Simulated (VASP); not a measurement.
Here is a VASP 6.6.1 calculation.

The input INCAR:

```
PREC = Accurate
ENCUT = 600
EDIFF = 1E-7
ISMEAR = 0
SIGMA = 0.1
LREAL = F
LASPH = T
NELM = 80
ALGO = Normal
ISIF = 3
LWAVE = F
LCHARG = F
GGA = PE
IBRION = 2
NSW = 90
EDIFFG = -0.005
```

File KPOINTS:

```
Automatic mesh
0
Gamma
  15 15 8
```

The input POSCAR:

```
Hf
1.0
    3.1923846300      0.0000000000      0.0000000000
   -1.5961923200      2.7646861900      0.0000000000
    0.0000000000      0.0000000000      5.0450416400
Hf
2
Direct
    0.3333333300      0.6666666700      0.2500000000
    0.6666666700      0.3333333300      0.7500000000
```

Potentials or basis: VASP PAW PBE potentials, release 64 (Hf_pv).

Command:

```sh
$ cat potpaw_PBE.64/Hf_pv/POTCAR > POTCAR
$ mpirun -np 1 vasp_std > vasp.out
```

Question: Estimate the band gap on the k mesh.

Answer: None (metal or under the smearing width).

Question: Estimate the space group after relaxing (to 0.05 Å).

Answer: P6_3/mmc (No. 194).

Question: Estimate the relaxed cell.

Answer: a = 3.201 Å, b = 3.201 Å, c = 5.059 Å, α = 90.00°, β = 90.00°, γ = 120.00°.

Final structure:
```xyz
2
Lattice="3.2011 0.0000 0.0000 -1.6006 2.7723 0.0000 0.0000 0.0000 5.0586" Properties=species:S:1:pos:R:3 pbc="T T T"
Hf    0.0000    1.8482    1.2647
Hf    1.6006    0.9241    3.7940
```

Spin-orbit coupling is left out, which matters for the levels of Hf.
